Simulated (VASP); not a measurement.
Method: PBE GGA, VASP's PBE PAW potentials (set 64) (plane waves; VASP 6.6.1).

Input for VASP

File KPOINTS:
```
Automatic
0
G
 10 10 4
```

### INCAR
```
SYSTEM = C
PREC = Accurate
ENCUT = 600
EDIFF = 1E-7
NELM = 100
ALGO = Normal
LREAL = .FALSE.
LASPH = .TRUE.
ISMEAR = 0
SIGMA = 0.05
GGA = PE
LWAVE = .FALSE.
LCHARG = .FALSE.
ISIF = 2
```

### POSCAR
```
C
2.5043510
  0.5000000172  -0.8660252322   0.0000000000
  0.5000000172   0.8660252322   0.0000000000
  0.0000000000   0.0000000000   3.2128273797
C
4
Cart
  0.5000000172  -0.8660252322   0.8032068449
  0.5000000172   0.8660252322   2.4096205348
  0.5000000172   0.2886756547   0.8032068449
  0.5000000172  -0.2886756547   2.4096205348
```

POTCAR, in this order: C (PBE.64 set). Program: vasp_std.

Question: What will the output report for the number of irreducible k-points (NKPTS), number of bands (NBANDS), largest plane-wave count, number of space-group operations, FFT grid (NGX, NGY, NGZ)?

Answer: 
The number of irreducible k-points (NKPTS) is 42 and the number of bands (NBANDS) is 12. The largest plane-wave count comes out as 1485 and the number of space-group operations is 24. The FFT grid (NGX, NGY, NGZ) is 20 × 20 × 64.

The compound is C in the graphite structure. This cell was strained or had an atom moved on purpose.
